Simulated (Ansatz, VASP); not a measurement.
**One calculation of CuPt6, two programs**

```
CELL_PARAMETERS angstrom
6.99061 0.00000 0.00000
0.00000 6.99061 0.00000
0.00000 0.00000 6.99061
ATOMIC_POSITIONS crystal
Cu 0.50000 0.50000 0.50000
Pt 0.17332 0.50000 0.50000
Pt 0.82668 0.50000 0.50000
Pt 0.50000 0.17332 0.50000
Pt 0.50000 0.82668 0.50000
Pt 0.50000 0.50000 0.17332
Pt 0.50000 0.50000 0.82668
```

Alike in both runs: functional PBE; k mesh 6 × 6 × 6; occupations gaussian, width 0.1 eV; no spin polarisation.

Ansatz relaxed the structure, and its values are those at the end. VASP's run is a single point on that final structure, the one shown.

```csv
,VASP,Ansatz
version,VASP 6.6.1,Ansatz 0.2.0
potentials or method,"VASP PAW PBE potentials, release 64 (Cu, Pt)","scalar-relativistic, plane waves, PAW"
plane-wave cutoff (eV),520,420
valence electrons in the cell,71,127
```

|  | VASP | Ansatz | Ansatz less VASP |
| --- | --- | --- | --- |
| gap on the k mesh at the Fermi level (eV) | none | none | - |
| pressure (GPa) | 0.0 | 0.0 | +0.02 |
| rms of the force components (eV/Å) | 0.015 | 0.003 | -0.0114 |

A gap of «none» marks a metal or a gap that the smearing closes. The two sets of potentials don't hold the same shells in valence.

The runs have no spin-orbit coupling, so splittings on Pt are missing.
